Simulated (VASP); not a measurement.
A run of VASP 6.6.1 is set up as follows.

The input INCAR:

```
SYSTEM = Hf3SnS4
PREC = Normal
ENCUT = 520
EDIFF = 1E-4
ISMEAR = 0
SIGMA = 0.15
LREAL = .False.
LASPH = .True.
NELM = 60
ALGO = Fast
ISIF = 3
LWAVE = .False.
LCHARG = .False.
GGA = PE
IBRION = 2
NSW = 24
EDIFFG = -0.08
```

KPOINTS

```
Automatic mesh
0
Gamma
  4 4 2
  0 0 0
```

Contents of POSCAR:

```
Hf3SnS4
1.0
    4.1665533800      0.0000000000      0.0000000000
    0.0000000000      4.1665533800      0.0000000000
    0.0000000000      0.0000000000     10.6509189000
Hf Sn S
3 1 4
Direct
    0.5000000000      0.5000000000      0.7189250600
    0.5000000000      0.5000000000      0.2810749400
    0.0000000000      0.0000000000      0.0000000000
    0.0000000000      0.0000000000      0.5000000000
    0.5000000000      0.0000000000      0.8462246100
    0.0000000000      0.5000000000      0.8462246100
    0.5000000000      0.0000000000      0.1537753900
    0.0000000000      0.5000000000      0.1537753900
```

Potentials or basis: VASP PAW PBE potentials, release 64 (Hf_pv, Sn_d, S).

Run with:

```sh
$ cat potpaw_PBE.64/Hf_pv/POTCAR potpaw_PBE.64/Sn_d/POTCAR potpaw_PBE.64/S/POTCAR > POTCAR
$ mpirun -np 1 vasp_std > vasp.out
```

Question: What does it give for the space group after relaxing (to 0.05 Å)?

Answer: P4/mmm (No. 123).

Question: What does it give for the relaxed cell?

Answer: a = 4.320 Å, b = 4.320 Å, c = 9.093 Å, α = 90.00°, β = 90.00°, γ = 90.00°.

Question: What does it give for the band gap on the k mesh?

Answer: None (metal or under the smearing width).

The path:
| step | energy change (eV) | largest force (eV/Å) | pressure (GPa) | volume (Å³) |
| --- | --- | --- | --- | --- |
| 1 | 0.0000 | 1.5523 | 0.93 | 184.90 |
| 2 | -0.5046 | 0.4787 | -2.81 | 188.21 |
| 3 | -0.5361 | 0.6603 | -3.72 | 189.01 |
| 4 | -0.8299 | 1.0220 | 1.51 | 175.38 |
| 5 | -0.8387 | 1.1530 | 2.36 | 173.10 |
| 6 | -1.0863 | 1.0994 | 2.31 | 170.32 |
| 7 | -1.2073 | 0.6148 | 4.96 | 161.46 |
| 8 | -1.2716 | 0.5625 | 3.39 | 165.08 |
| 9 | -1.3954 | 0.2174 | -2.12 | 173.70 |
| 10 | -1.4006 | 0.2665 | -1.57 | 172.16 |
| 11 | -1.4002 | 0.2850 | -1.04 | 171.77 |
| 12 | -1.4005 | 0.2701 | -1.10 | 171.95 |
| 13 | -1.4493 | 0.1550 | -0.50 | 170.48 |
| 14 | -1.4604 | 0.2560 | 0.34 | 168.90 |
| 15 | -1.4621 | 0.2358 | 0.19 | 169.32 |
| 16 | -1.4678 | 0.0842 | -0.15 | 169.58 |
| 17 | -1.4677 | 0.0646 | -0.28 | 169.66 |

Caveat: the k mesh is coarse (spacing up to 0.38 Å⁻¹), so the values aren't converged; the relaxation stopped at a loose force limit of 0.08 eV/Å, so its end isn't a converged minimum. Spin-orbit coupling is left out, which matters for the levels of Hf.
